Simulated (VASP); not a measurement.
# Li(100), as cut: electronic structure

Wanted: what it costs to take an electron out of Li(100), held as cut.

Calculated with VASP 6.6.1; r2SCAN; plane waves and PAW (Li).

**1. The structure**

The cell holds 7 atoms: 7 Li. Cell: a = 3.490 Å, b = 3.490 Å, c = 28.470 Å, α = 90.0°, β = 90.0°, γ = 90.0°. Vacuum lies along c.

**2. Potential and states of the slab**

A static run writes the electrostatic potential without exchange and correlation (LVHAR), which is flat in the vacuum and gives the level to count from. The dipole correction cancels the field that unlike faces would set up across the vacuum.

Input file INCAR:

```
SYSTEM = Li
PREC = Normal
ENCUT = 300
EDIFF = 1E-06
NELM = 120
ISMEAR = -1
SIGMA = 0.1
LREAL = .FALSE.
ALGO = Normal
METAGGA = R2SCAN
LASPH = .TRUE.
NBANDS = 21
LORBIT = 11
LWAVE = .FALSE.
LCHARG = .TRUE.
IDIPOL = 3
LDIPOL = .TRUE.
DIPOL = 0.5 0.5 0.5
LVHAR = .TRUE.
LVACPOTAV = .TRUE.
LELF = .TRUE.
NEDOS = 1500
```

Input file POSCAR:

```
Li
1.0
    3.4900000000      0.0000000000      0.0000000000
    0.0000000000      3.4900000000      0.0000000000
    0.0000000000      0.0000000000     28.4700000000
Li
7
Direct
    0.0000000000      0.0000000000      0.3161222339
    0.5000000000      0.5000000000      0.3774148226
    0.0000000000      0.0000000000      0.4387074113
    0.5000000000      0.5000000000      0.5000000000
    0.0000000000      0.0000000000      0.5612925887
    0.5000000000      0.5000000000      0.6225851774
    0.0000000000      0.0000000000      0.6838777661
```

Input file KPOINTS:

```
Automatic mesh
0
Gamma
12 12 1
0 0 0
```

Input file KPOINTS_OPT:

```
Line mode
14
Line-mode
Reciprocal
  0.50000000   0.50000000   0.00000000 M
  0.00000000   0.00000000   0.00000000 GAMMA

  0.00000000   0.00000000   0.00000000 GAMMA
  0.00000000   0.50000000   0.00000000 X

  0.00000000   0.50000000   0.00000000 X
  0.50000000   0.50000000   0.00000000 M
```

Potentials, in the order of the species: Li (PBE family, release 64).

The run is started by

```
mpirun -np 2 vasp_std
```

Output:

```text
[banner, memory and clock lines left out]
running    2 mpi-ranks, on    1 nodes
 distrk:  each k-point on    2 cores,    1 groups
 distr:  one band on    1 cores,    2 groups

 POSCAR found type information on POSCAR Li
 POSCAR found :  1 types and       7 ions
|                                                                             |
|               ----> ADVICE to this user running VASP <----                  |
|                                                                             |
|     You enforced a specific xc type in the INCAR file but a different       |
|     [... a line on the potential file left out ...]
|     I HOPE YOU KNOW WHAT YOU ARE DOING!                                     |
|                                                                             |

 LDA part: xc-table for (None), standard interpolation
|                                                                             |
|           W    W    AA    RRRRR   N    N  II  N    N   GGGG   !!!           |
|           W    W   A  A   R    R  NN   N  II  NN   N  G    G  !!!           |
|           W    W  A    A  R    R  N N  N  II  N N  N  G       !!!           |
|           W WW W  AAAAAA  RRRRR   N  N N  II  N  N N  G  GGG   !            |
|           WW  WW  A    A  R   R   N   NN  II  N   NN  G    G                |
|           W    W  A    A  R    R  N    N  II  N    N   GGGG   !!!           |
|                                                                             |
|     The number of bands has been changed from the values supplied in        |
|     The orbitals not found in the WAVECAR file will be initialized with     |
|     random numbers, which is usually adequate. For correlated               |
|     calculations, however, you should redo the groundstate calculation.     |
|     I found NBANDS = 21. Now, NBANDS = 22.                                  |
|                                                                             |

 POSCAR, INCAR and KPOINTS ok, starting setup
 FFT: planning ... GRIDC
 FFT: planning ... GRID_SOFT
 FFT: planning ... GRID
 WAVECAR not read
 entering main loop
       N       E                     dE             d eps       ncg     rms          rms(c)
DAV:   1    -0.905257726213E+01   -0.90526E+01   -0.12040E+03  1232   0.116E+02
DAV:   2    -0.166145331995E+02   -0.75620E+01   -0.72651E+01  1606   0.246E+01
DAV:   3    -0.169451536851E+02   -0.33062E+00   -0.32661E+00  1594   0.434E+00
DAV:   4    -0.169567851474E+02   -0.11631E-01   -0.11628E-01  1584   0.856E-01
DAV:   5    -0.169575685309E+02   -0.78338E-03   -0.78337E-03  1750   0.216E-01    0.161E+00
DAV:   6    -0.160007368257E+02    0.95683E+00   -0.81949E+00  1436   0.208E+00    0.113E+00
DAV:   7    -0.158166465106E+02    0.18409E+00   -0.99595E-01  1436   0.966E-01    0.541E-01
DAV:   8    -0.157158995330E+02    0.10075E+00   -0.41714E-01  1584   0.693E-01    0.300E-01
DAV:   9    -0.157274983372E+02   -0.11599E-01   -0.24091E-01  1308   0.444E-01    0.177E-01
DAV:  10    -0.157102816437E+02    0.17217E-01   -0.53700E-02  1450   0.257E-01    0.687E-02
DAV:  11    -0.157113245567E+02   -0.10429E-02   -0.57676E-03  1340   0.125E-01    0.409E-02
DAV:  12    -0.157120931236E+02   -0.76857E-03   -0.18755E-03  1388   0.838E-02    0.286E-02
DAV:  13    -0.157138341575E+02   -0.17410E-02   -0.10692E-03  1262   0.441E-02    0.169E-02
DAV:  14    -0.157139265542E+02   -0.92397E-04   -0.14511E-04  1358   0.174E-02    0.736E-03
DAV:  15    -0.157143467918E+02   -0.42024E-03   -0.13855E-04  1256   0.187E-02    0.275E-03
DAV:  16    -0.157143858470E+02   -0.39055E-04   -0.10229E-05  1334   0.768E-03    0.236E-03
DAV:  17    -0.157144235804E+02   -0.37733E-04   -0.30927E-05  1316   0.848E-03    0.808E-04
DAV:  18    -0.157144307953E+02   -0.72148E-05   -0.33342E-06  1312   0.451E-03    0.656E-04
DAV:  19    -0.157144544702E+02   -0.23675E-04   -0.47832E-06  1280   0.496E-03    0.552E-04
DAV:  20    -0.157144601540E+02   -0.56839E-05   -0.17968E-06  1268   0.365E-03    0.174E-04
DAV:  21    -0.157144610673E+02   -0.91326E-06   -0.30480E-07  1272   0.180E-03
|                                                                             |
|           W    W    AA    RRRRR   N    N  II  N    N   GGGG   !!!           |
|           W    W   A  A   R    R  NN   N  II  NN   N  G    G  !!!           |
|           W    W  A    A  R    R  N N  N  II  N N  N  G       !!!           |
|           W WW W  AAAAAA  RRRRR   N  N N  II  N  N N  G  GGG   !            |
|           WW  WW  A    A  R   R   N   NN  II  N   NN  G    G                |
|           W    W  A    A  R    R  N    N  II  N    N   GGGG   !!!           |
|                                                                             |
|     Did not find any points to average over, which means that no vacuum     |
|     field-free region was found. Please increase the size of  your cell     |
|     in the dimension of the dipole correction to obtain accurate            |
|     workfunction values.                                                    |
|                                                                             |

   1 F= -.15714461E+02 E0= -.15657417E+02  d E =-.114088E+00
 Start KPOINTS_OPT (optional k-point list driver)
k-point batch [1-28\42]
       N       E                     dE             ncg
DAV:   1    -0.420475335451E+03   -0.26928E+04     1232
DAV:   2    -0.590955239878E+03   -0.17048E+03     1676
DAV:   3    -0.598572818770E+03   -0.76176E+01     1598
DAV:   4    -0.598712563676E+03   -0.13974E+00     1470
DAV:   5    -0.598717083750E+03   -0.45201E-02     1626
DAV:   6    -0.598717322323E+03   -0.23857E-03     1616
DAV:   7    -0.598717327493E+03   -0.51697E-05     1550
DAV:   8    -0.598717327736E+03   -0.24332E-06     1018
k-point batch [29-42\42]
       N       E                     dE             ncg
DAV:   1     0.782893592155E+03   -0.24025E+04      616
DAV:   2     0.668376832430E+03   -0.11452E+03      832
DAV:   3     0.663002639599E+03   -0.53742E+01      802
DAV:   4     0.662918748060E+03   -0.83892E-01      726
DAV:   5     0.662916267247E+03   -0.24808E-02      814
DAV:   6     0.662916147167E+03   -0.12008E-03      762
DAV:   7     0.662916141214E+03   -0.59537E-05      814
DAV:   8     0.662916140950E+03   -0.26359E-06      522
```

Elapsed: 2.7 min, on 2 MPI ranks of Intel Xeon Platinum 8375C at 2.90GHz (Ice Lake), shared host; peak memory 0.39 GiB.

The logs omit lines about the potential files and the build; timing stands in the text.

From OUTCAR (step 2):

```text
ion  position               nearest neighbor table
   1  0.000  0.000  0.316-   2 3.02   2 3.02   2 3.02   2 3.02
   2  0.500  0.500  0.377-   1 3.02   3 3.02   1 3.02   3 3.02   1 3.02   3 3.02   1 3.02   3 3.02

  LATTYP: Found a simple tetragonal cell.
 ALAT       =     3.4900000000
 C/A-ratio  =     8.1575931232

 Subroutine GETGRP returns: Found 16 space group operations
 (whereof 16 operations were pure point group operations)

The static configuration has the point symmetry D_4h.

 Found     28 irreducible k-points:

   k-points           NKPTS =     28   k-points in BZ     NKDIM =     28   number of bands    NBANDS=     22

   dimension x,y,z NGX =    16 NGY =   16 NGZ =  126
   dimension x,y,z NGXF=    32 NGYF=   32 NGZF=  252

   ENCUT  =  300.0 eV  22.05 Ry    4.70 a.u.   4.93  4.93 40.21*2*pi/ulx,y,z

   NELECT =       7.0000    total number of electrons

 k-points in reciprocal lattice and weights: Automatic mesh
   0.00000000  0.00000000  0.00000000       0.007
   0.08333333  0.00000000  0.00000000       0.028
   0.16666667  0.00000000  0.00000000       0.028
   0.25000000  0.00000000  0.00000000       0.028
   0.33333333  0.00000000  0.00000000       0.028
   0.41666667  0.00000000  0.00000000       0.028
   0.50000000  0.00000000  0.00000000       0.014
   0.08333333  0.08333333  0.00000000       0.028
   0.16666667  0.08333333  0.00000000       0.056
[...]
0.50000000  0.41666667  0.00000000       0.028
   0.50000000  0.50000000  0.00000000       0.007

 dipolmoment           0.000000      0.000000     -0.000000 electrons x Angstroem

 average (electrostatic) potential at core
       1 -34.9938       2 -34.1226       3 -34.1237       4 -34.1071       5 -34.1237
       6 -34.1226       7 -34.9938

 E-fermi :  -1.4876

 k-point     1 :       0.0000    0.0000    0.0000
  band No.  band energies     occupation
      1      -5.1950      2.00000
      2      -4.7401      2.00000
      3      -3.9564      2.00000
      4      -2.9180      2.00000
      5      -1.7933      1.91015
      6      -0.6636      0.00053
      7       0.5564      0.00000
      8       1.5967      0.00000
      9       1.6197      0.00000
     10       2.7142      0.00000
    ...

 k-point     2 :       0.0833    0.0000    0.0000
  band No.  band energies     occupation
      1      -5.1234      2.00000
      2      -4.6686      2.00000
      3      -3.8850      2.00000
      4      -2.8463      2.00000
      5      -1.7205      1.82249
      6      -0.5906      0.00025
      7       0.6260      0.00000
      8       1.6653      0.00000
      9       1.7009      0.00000
     10       2.7697      0.00000
    ...

 k-point     3 :       0.1667    0.0000    0.0000
  band No.  band energies     occupation
      1      -4.9087      2.00000
      2      -4.4544      2.00000
      3      -3.6715      2.00000
      4      -2.6338      1.99998
      5      -1.5090      1.10656
      6      -0.3864      0.00003
      7       0.8028      0.00000
      8       1.8006      0.00000
      9       1.8807      0.00000
     10       2.2306      0.00000
    ...

  Total       -0.7001880     -0.7001880      0.1013123      0.0000000      0.0000000      0.0000000
  in kB       -3.2350941     -3.2350941      0.4680953      0.0000000      0.0000000      0.0000000
  external PRESSURE =      -2.0006976 kB  Pullay stress =       0.0000000 kB

  energy-cutoff  :      300.00
  volume of cell :      346.77
      direct lattice vectors                 reciprocal lattice vectors
     3.490000000  0.000000000  0.000000000     0.286532951  0.000000000  0.000000000
     0.000000000  3.490000000  0.000000000     0.000000000  0.286532951  0.000000000
     0.000000000  0.000000000 28.470000000     0.000000000  0.000000000  0.035124693

 POSITION                                       TOTAL-FORCE (eV/Angst)
 -----------------------------------------------------------------------------------
      0.00000      0.00000      9.00000        -0.000000      0.000000     -0.061169
      1.74500      1.74500     10.74500        -0.000000      0.000000      0.087534
      0.00000      0.00000     12.49000         0.000000     -0.000000     -0.017566
      1.74500      1.74500     14.23500        -0.000000      0.000000     -0.000000
      0.00000      0.00000     15.98000        -0.000000      0.000000      0.017566
      1.74500      1.74500     17.72500        -0.000000     -0.000000     -0.087534
      0.00000      0.00000     19.47000        -0.000000     -0.000000      0.061169
 -----------------------------------------------------------------------------------
    total drift:                                0.000000     -0.000000     -0.000000

  FREE ENERGIE OF THE ION-ELECTRON SYSTEM (eV)
  ---------------------------------------------------
  free  energy   TOTEN  =       -15.7144610673 eV

  energy  without entropy=      -15.6003727053  energy(sigma->0) =      -15.65741689

 vacuum level on the upper side and lower side of the slab         1.542         1.542

 total charge
# of ion       s       p       d       tot
------------------------------------------
    1        0.107   0.058   0.000   0.165
    2        0.115   0.093   0.000   0.208
    3        0.116   0.089   0.000   0.204
    4        0.115   0.091   0.000   0.205
    5        0.116   0.089   0.000   0.204
    6        0.115   0.093   0.000   0.208
    7        0.107   0.058   0.000   0.165
--------------------------------------------------
tot          0.790   0.569   0.000   1.360

[... 3 further parts left out ...]
```

This run has no spin polarisation. Its electron count is odd, so without a moment it is a metal by construction. The PAW data sets were made with PBE, which is usual practice but a small mismatch for other functionals.

Numbers from this step:

```yaml
electronic_cycles: 21
electrons: 7
free_energy_toten: -15.71 eV
energy_at_zero_smearing: -15.66 eV
fermi_energy: -1.488 eV
labelled_metallic_from_the_levels_on_this_mesh: yes
dos_at_the_fermi_level: 3.495 states/eV/cell
dipole_moment: 0, 0, 0 e·Å
vacuum_levels: 1.542, 1.542 eV
work_functions_of_the_upper_and_lower_face: 3.030, 3.030 eV
```

Electronic bands along the path, in eV, zero at the Fermi level; # counts the bands kept:

```tsv
point	#1	#2	#3	#4	#5	#6	#7	#8
M	0.49	0.49	1.05	1.05	2.03	2.03	3.26	3.31
0.46 of the way	-2.22	-1.76	-0.97	0.07	1.19	1.87	2.26	2.43
Γ	-3.71	-3.25	-2.47	-1.43	-0.31	0.82	2.04	3.08
0.46 of the way	-3.16	-2.70	-1.92	-0.89	0.22	1.29	2.23	2.84
X	-1.13	-1.09	-0.75	-0.64	-0.13	0.01	0.36	2.52
0.46 of the way	-0.62	-0.59	-0.21	-0.11	0.48	0.61	1.06	2.87
M	0.49	0.49	1.05	1.05	2.03	2.03	3.26	3.31
```

The density of states has structure finer than the step of the table below, so its rows give means over 0.5 eV, whole bins alone (the curve runs from -4.69 to 7.93 eV). Peaks (eV: height): total 0.35: 4.05, 2.80: 4.93, 4.62: 5.87, 5.44: 6.76, 6.49: 8.04, 7.41: 6.55; Li s -1.91: 0.265, -1.28: 0.264, 2.70: 0.257, 4.33: 0.316, 5.44: 0.274, 6.88: 0.405; Li p 0.40: 0.608, 2.85: 0.581, 5.44: 0.722, 6.64: 0.985, 7.46: 0.794.

Means over bins of 0.048 eV. Density of states against energy, zero at the Fermi level; means over each step; values in states/eV/cell:

```tsv
energy (eV)	total	Li s	Li p
-4.0	0.0634	0.0117	4.5e-4
-3.5	0.583	0.104	0.00946
-3.0	1.14	0.188	0.0345
-2.5	1.51	0.224	0.0708
-2.0	1.86	0.247	0.117
-1.5	2.06	0.237	0.164
-1.0	2.49	0.248	0.236
-0.5	2.64	0.212	0.299
0.0	3.44	0.203	0.453
0.5	3.78	0.132	0.585
1.0	3.59	0.0907	0.584
1.5	2.29	0.0347	0.386
2.0	1.78	0.0261	0.303
2.5	3.02	0.163	0.333
3.0	4.07	0.171	0.476
3.5	3.51	0.160	0.398
4.0	4.89	0.252	0.484
4.5	5.71	0.269	0.532
5.0	4.82	0.167	0.520
5.5	6.34	0.243	0.678
6.0	4.49	0.151	0.498
6.5	7.47	0.335	0.872
7.0	6.30	0.360	0.750
7.5	5.64	0.239	0.694
```

The planar average of the electrostatic potential oscillates, so the rows of the table below give means over windows of 1.7 Å about each position, cut where the curve ends. Its maxima inside the range that stand out by 2 % of the span (Å: eV): 9.9: 0.539, 11.6: 0.596, 13.3: 0.620, 15.1: 0.620, 16.8: 0.596, 18.5: 0.539. Its minima: 9.0: -1.72, 10.7: -1.33, 12.5: -1.32, 14.2: -1.35, 15.9: -1.32, 17.7: -1.33, 19.4: -1.72.

Zero at the Fermi level. The planar average of the electrostatic potential by height; means over each step:

height (Å), planar average of the electrostatic potential (eV) and a bar from the least value:
```
     0.85       3.03 ##############################
     2.55       3.03 ##############################
     4.25       3.03 ##############################
     5.95       2.97 ##############################
     7.65       1.88 ####################
     9.35      -0.57 
    11.05      -0.34 ##
    12.75      -0.34 ##
    14.45      -0.34 ##
    16.15      -0.35 ##
    17.85      -0.36 ##
    19.55      -0.52 
    21.25       2.46 #########################
    22.95       3.00 ##############################
    24.65       3.03 ##############################
    26.35       3.03 ##############################
    28.05       3.03 ##############################
```

Density of states in the PAW spheres, an atom over height of the layer and energy from the Fermi level.

Ten even steps from '_' (0.000 states/eV) to '@' (0.110 states/eV), each cell a mean:
```
@@@@@@@@@@@@@@
##%%@@@@@@%%##
**##******##**
**************
++**********++
==++++++++++==
==++==++==++==
--==========--
::----------::
..----::----..
__....::....__
______________
______________
______________
______________
______________
______________
______________
______________
______________
______________
______________
```
Columns: height of the layer (Å) from 9 to 19.5; rows upwards: energy from the Fermi level (eV) from -7.9 to 0.5.

Force by atom:

```tsv
atom	x (eV/Å)	y (eV/Å)	z (eV/Å)	size
Li1	0.0000	0.0000	-0.0612	0.0612
Li2	0.0000	0.0000	0.0875	0.0875
Li3	0.0000	0.0000	-0.0176	0.0176
Li4	0.0000	0.0000	0.0000	0.0000
Li5	0.0000	0.0000	0.0176	0.0176
Li6	0.0000	0.0000	-0.0875	0.0875
Li7	0.0000	0.0000	0.0612	0.0612
```

(Part 1 of 2 ends here.)

[Lines on the potential files, build, host, timing and source positions are cut from VASP's logs without a mark.]

[Logs are printed without paths, hosts, clocks, repeated set-up lines and the standing remarks that a program may print on its own settings, such as how far it seeks lower states.]

[Hosts, paths, dates, database ids (printed as entryN), source tags and the programs' standing remarks are cut or masked in the printed files.]

[In band tables of VASP the shares of atoms and orbitals are scaled to a sum of 1 inside the atoms' spheres.]

[Runs that stopped without an error message from VASP are left out.]
